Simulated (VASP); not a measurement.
The input files of a VASP run:

**INCAR**
```
# general
SYSTEM  =  BN
PREC    =  Accurate
ENCUT   =  520   # plane-wave cut-off (eV)
LREAL   =  F
LASPH   =  T

# electronic loop
EDIFF   =  1E-7
NELM    =  100   # most electronic steps
ALGO    =  Normal

# smearing
ISMEAR  =  -5   # tetrahedra, Bloechl

# functional
GGA     =  RE   # revPBE

# ions
ISIF    =  2

# output
LWAVE   =  F
LCHARG  =  T
LORBIT  =  11
NEDOS   =  601

# other
LEFG    =  T
```

### POSCAR
```
BN
8.9059680
  0.1415750430  -0.2452152121   0.0000000000
  0.1415750430   0.2452152121   0.0000000000
  0.0000000000   0.0000000000   1.0000000053
B N
2 2
Cart
  0.1415750430   0.0817385675   0.2500000013
  0.1415750430  -0.0817385675   0.7500000040
  0.1415750430  -0.0817385675   0.2500000013
  0.1415750430   0.0817385675   0.7500000040
```

**KPOINTS**
```
Automatic
0
gamma
 11 11 3
0 0 0
```

POTCAR, in this order: B N (PBE.64 set). Program: vasp_std.

Problem. Write an equivalent input for Quantum ESPRESSO's pw.x.

Solution. One equivalent input (not run):
```
&CONTROL
  calculation = 'scf'
  pseudo_dir = './pseudo'
  outdir = './out'
  tprnfor = .true.
  tstress = .true.
/
&SYSTEM
  ibrav = 0
  nat = 4
  ntyp = 2
  ecutwfc = 84
  occupations = 'tetrahedra'
  input_dft = 'revpbe'
/
&ELECTRONS
  conv_thr = 7.3e-09
  electron_maxstep = 100
/
ATOMIC_SPECIES
  B 10.810 B.upf
  N 14.007 N.upf
CELL_PARAMETERS angstrom
     1.2608628   -2.1838788    0.0000000
     1.2608628    2.1838788    0.0000000
     0.0000000    0.0000000    8.9059680
ATOMIC_POSITIONS crystal
  B    0.3333330  0.6666670  0.2500000
  B    0.6666670  0.3333330  0.7500000
  N    0.6666670  0.3333330  0.2500000
  N    0.3333330  0.6666670  0.7500000
K_POINTS automatic
  11 11 3 0 0 0
```
Limits of the translation: the potentials are each code's own (VASP's PAW set, PseudoDojo norm-conserving files in pw.x), so ENCUT and ecutwfc are chosen apart and not converted; conv_thr bounds pw.x's estimated SCF error, while EDIFF bounds the energy change between steps; the field gradients of LEFG aren't asked of the other code.

The compound is BN in the hex structure. It was relaxed first, which changed the volume by +36 %.
